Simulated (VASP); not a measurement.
Here is the system:

```
CELL_PARAMETERS angstrom
      0.00000     1.75634     1.75634
      1.75634     0.00000     1.75634
      1.75634     1.75634     0.00000
ATOMIC_POSITIONS crystal
  Ni 0.00000 0.00000 0.00000
```

Computed with PBE GGA with spin-orbit coupling, VASP's PBE PAW potentials (set 64) (plane waves; VASP 6.6.1). Numerical set-up: 400 eV cut-off, 16×16×16 Γ-centred mesh, Gaussian smearing of 0.050 eV, potentials Ni. Starting moments (MAGMOM): 0 0 0.6.

Q: Give the energies of bands 1 to 12 at the high-symmetry points, in eV from the Fermi level.

A: 
```csv
band,Γ,X,U,L,W
1,-9.09,-4.67,-3.99,-4.86,-3.78
2,-9.05,-4.35,-3.73,-4.45,-3.43
3,-2.49,-4.22,-3.60,-2.48,-3.09
4,-2.45,-3.63,-3.22,-2.38,-3.09
5,-2.40,-0.56,-2.12,-1.88,-2.50
6,-1.79,-0.47,-1.53,-1.79,-2.50
7,-1.72,-0.44,-1.09,-0.62,-1.31
8,-1.68,0.03,-0.72,-0.57,-0.79
9,-1.24,0.37,-0.54,-0.38,-0.46
10,-1.23,0.38,0.10,-0.32,0.37
11,-0.70,2.39,5.72,0.11,7.72
12,-0.69,2.43,5.92,0.15,7.72
```

It has no gap at this level: it comes out as a metal or semimetal.

The compound is Ni in the fcc structure. It was relaxed first.
